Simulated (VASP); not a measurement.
OSZICAR of a VASP run on MgC₂ (space group P4_2/mnm):

### OSZICAR
```
       N       E                     dE             d eps       ncg     rms          rms(c)
DAV:   1     0.353665168764E+02    0.35367E+02   -0.72609E+03   504   0.965E+02
DAV:   2    -0.429258483628E+02   -0.78292E+02   -0.76675E+02   696   0.177E+02
DAV:   3    -0.473048593627E+02   -0.43790E+01   -0.43599E+01   636   0.471E+01
DAV:   4    -0.473534335040E+02   -0.48574E-01   -0.48535E-01   630   0.587E+00
DAV:   5    -0.473542663978E+02   -0.83289E-03   -0.83284E-03   624   0.710E-01    0.121E+01
DAV:   6    -0.418170830667E+02    0.55372E+01   -0.13399E+01   528   0.214E+01    0.561E+00
DAV:   7    -0.412167546973E+02    0.60033E+00   -0.32773E+00   636   0.112E+01    0.238E+00
DAV:   8    -0.411943279928E+02    0.22427E-01   -0.20391E-01   546   0.280E+00    0.416E-01
DAV:   9    -0.411873645100E+02    0.69635E-02   -0.35753E-02   570   0.114E+00    0.182E-01
DAV:  10    -0.411874649226E+02   -0.10041E-03   -0.14759E-03   594   0.288E-01    0.540E-02
DAV:  11    -0.411873864852E+02    0.78437E-04   -0.30775E-04   632   0.113E-01    0.825E-03
DAV:  12    -0.411873876352E+02   -0.11500E-05   -0.13608E-05   630   0.281E-02    0.496E-03
DAV:  13    -0.411873872511E+02    0.38412E-06   -0.81549E-07   372   0.674E-03
   1 F= -.41187387E+02 E0= -.41187387E+02  d E =-.411874E+02
       N       E                     dE             d eps       ncg     rms          rms(c)
DAV:   1    -0.413467308950E+02   -0.15934E+00   -0.92837E+00   504   0.252E+01    0.200E+00
DAV:   2    -0.411982082610E+02    0.14852E+00   -0.43595E-01   570   0.451E+00    0.817E-01
DAV:   3    -0.411809434034E+02    0.17265E-01   -0.16001E-01   582   0.253E+00    0.302E-01
DAV:   4    -0.411804420728E+02    0.50133E-03   -0.98044E-03   552   0.627E-01    0.168E-01
DAV:   5    -0.411803041263E+02    0.13795E-03   -0.69710E-04   534   0.207E-01    0.248E-02
DAV:   6    -0.411802848726E+02    0.19254E-04   -0.88957E-05   588   0.711E-02    0.123E-02
DAV:   7    -0.411802839372E+02    0.93547E-06   -0.12851E-05   558   0.252E-02    0.206E-03
DAV:   8    -0.411802838773E+02    0.59840E-07   -0.78397E-07   282   0.697E-03
   2 F= -.41180284E+02 E0= -.41180284E+02  d E =0.710337E-02
       N       E                     dE             d eps       ncg     rms          rms(c)
DAV:   1    -0.412578303005E+02   -0.77546E-01   -0.25902E+00   504   0.130E+01    0.103E+00
DAV:   2    -0.412175138695E+02    0.40316E-01   -0.11544E-01   576   0.232E+00    0.435E-01
DAV:   3    -0.412124083144E+02    0.51056E-02   -0.47886E-02   594   0.135E+00    0.135E-01
DAV:   4    -0.412121984982E+02    0.20982E-03   -0.30603E-03   552   0.347E-01    0.702E-02
DAV:   5    -0.412121613771E+02    0.37121E-04   -0.12266E-04   558   0.908E-02    0.104E-02
DAV:   6    -0.412121587127E+02    0.26644E-05   -0.17619E-05   612   0.290E-02    0.373E-03
DAV:   7    -0.412121586595E+02    0.53170E-07   -0.23184E-06   308   0.112E-02
   3 F= -.41212159E+02 E0= -.41212159E+02  d E =-.247714E-01
       N       E                     dE             d eps       ncg     rms          rms(c)
DAV:   1    -0.412488867234E+02   -0.36728E-01   -0.42534E-01   504   0.520E+00    0.665E-01
DAV:   2    -0.412349385983E+02    0.13948E-01   -0.36929E-02   516   0.117E+00    0.249E-01
DAV:   3    -0.412335144017E+02    0.14242E-02   -0.92433E-03   570   0.571E-01    0.428E-02
DAV:   4    -0.412334386071E+02    0.75795E-04   -0.33350E-04   558   0.120E-01    0.229E-02
DAV:   5    -0.412334187509E+02    0.19856E-04   -0.26000E-05   582   0.336E-02    0.728E-03
DAV:   6    -0.412334181210E+02    0.62988E-06   -0.71541E-07   324   0.668E-03
   4 F= -.41233418E+02 E0= -.41233418E+02  d E =-.212595E-01
       N       E                     dE             d eps       ncg     rms          rms(c)
DAV:   1    -0.412347076406E+02   -0.12889E-02   -0.17281E-02   504   0.105E+00    0.133E-01
DAV:   2    -0.412341453392E+02    0.56230E-03   -0.14865E-03   504   0.235E-01    0.499E-02
DAV:   3    -0.412340873407E+02    0.57998E-04   -0.37609E-04   564   0.115E-01    0.862E-03
DAV:   4    -0.412340842884E+02    0.30523E-05   -0.13569E-05   552   0.242E-02    0.460E-03
DAV:   5    -0.412340834708E+02    0.81759E-06   -0.97762E-07   300   0.679E-03
   5 F= -.41234083E+02 E0= -.41234083E+02  d E =-.219248E-01
       N       E                     dE             d eps       ncg     rms          rms(c)
DAV:   1    -0.412340893307E+02   -0.50423E-05   -0.24585E-04   504   0.125E-01    0.156E-02
DAV:   2    -0.412340815071E+02    0.78236E-05   -0.20598E-05   516   0.278E-02    0.579E-03
DAV:   3    -0.412340806928E+02    0.81434E-06   -0.52547E-06   546   0.137E-02
   6 F= -.41234081E+02 E0= -.41234081E+02  d E =-.219220E-01
       N       E                     dE             d eps       ncg     rms          rms(c)
DAV:   1    -0.412348570930E+02   -0.77559E-03   -0.72208E-03   504   0.664E-01    0.436E-02
DAV:   2    -0.412348113967E+02    0.45696E-04   -0.10185E-04   600   0.748E-02    0.241E-02
DAV:   3    -0.412347886053E+02    0.22791E-04   -0.36045E-05   582   0.412E-02    0.378E-03
DAV:   4    -0.412347881313E+02    0.47399E-06   -0.21178E-06   390   0.105E-02
   7 F= -.41234788E+02 E0= -.41234788E+02  d E =-.707439E-03
       N       E                     dE             d eps       ncg     rms          rms(c)
DAV:   1    -0.412370527307E+02   -0.22641E-02   -0.65142E-02   504   0.199E+00    0.131E-01
DAV:   2    -0.412366453235E+02    0.40741E-03   -0.92526E-04   600   0.225E-01    0.720E-02
DAV:   3    -0.412364415899E+02    0.20373E-03   -0.31595E-04   582   0.122E-01    0.113E-02
DAV:   4    -0.412364373624E+02    0.42274E-05   -0.19230E-05   588   0.312E-02    0.370E-03
DAV:   5    -0.412364371690E+02    0.19341E-06   -0.10942E-06   300   0.786E-03
   8 F= -.41236437E+02 E0= -.41236437E+02  d E =-.235648E-02
       N       E                     dE             d eps       ncg     rms          rms(c)
DAV:   1    -0.412400287899E+02   -0.35914E-02   -0.26197E-01   504   0.400E+00    0.262E-01
DAV:   2    -0.412384093111E+02    0.16195E-02   -0.37488E-03   600   0.453E-01    0.144E-01
DAV:   3    -0.412375977760E+02    0.81154E-03   -0.12304E-03   582   0.242E-01    0.227E-02
DAV:   4    -0.412375807180E+02    0.17058E-04   -0.74984E-05   594   0.618E-02    0.739E-03
DAV:   5    -0.412375800284E+02    0.68964E-06   -0.49748E-06   576   0.158E-02
   9 F= -.41237580E+02 E0= -.41237580E+02  d E =-.349934E-02
       N       E                     dE             d eps       ncg     rms          rms(c)
DAV:   1    -0.412366396231E+02    0.94109E-03   -0.82907E-02   504   0.253E+00    0.142E-01
DAV:   2    -0.412361710605E+02    0.46856E-03   -0.21534E-03   594   0.349E-01    0.822E-02
DAV:   3    -0.412360320903E+02    0.13897E-03   -0.91230E-04   576   0.203E-01    0.284E-02
DAV:   4    -0.412360238906E+02    0.81997E-05   -0.11951E-04   546   0.702E-02    0.161E-02
DAV:   5    -0.412360204765E+02    0.34140E-05   -0.98231E-06   558   0.263E-02    0.219E-03
DAV:   6    -0.412360204573E+02    0.19198E-07   -0.91625E-07   266   0.756E-03
  10 F= -.41236020E+02 E0= -.41236020E+02  d E =0.155957E-02
       N       E                     dE             d eps       ncg     rms          rms(c)
DAV:   1    -0.412380776122E+02   -0.20571E-02   -0.56327E-02   504   0.208E+00    0.118E-01
DAV:   2    -0.412377567655E+02    0.32085E-03   -0.14620E-03   594   0.288E-01    0.679E-02
DAV:   3    -0.412376614768E+02    0.95289E-04   -0.63983E-04   570   0.170E-01    0.233E-02
DAV:   4    -0.412376555009E+02    0.59759E-05   -0.83909E-05   540   0.590E-02    0.133E-02
DAV:   5    -0.412376531987E+02    0.23021E-05   -0.65150E-06   534   0.216E-02    0.176E-03
DAV:   6    -0.412376531829E+02    0.15804E-07   -0.61605E-07   264   0.622E-03
  11 F= -.41237653E+02 E0= -.41237653E+02  d E =-.731545E-04
```

Which electronic solver shows in the log?

It is blocked Davidson (ALGO = Normal, or the opening steps of other solvers). The INCAR had ALGO = Normal.

Can the final energy be trusted as converged?

The run converged. It stopped with EDIFF = 1E-6, NELM = 100, NSW = 50 and EDIFFG = -0.01 after 11 ionic steps (LDA (Ceperley-Alder, Perdew-Zunger), plane waves, VASP's LDA PAW potentials (set 64)). At this cut-off the stress carries a Pulay error, which pulls relaxed volumes low. Energy and stress use the plane-wave basis of the starting cell.

The structure comes from a computed database's MgC2 entry; how it stands against other phases isn't given here. This run relaxes it. Symmetry was kept, so distortions that lower it aren't found. The run is one of a series of settings (EDIFFG = -0.01, IBRION = 2, ISIF = 3, NSW = 50 against the base run), some of them coarse on purpose.
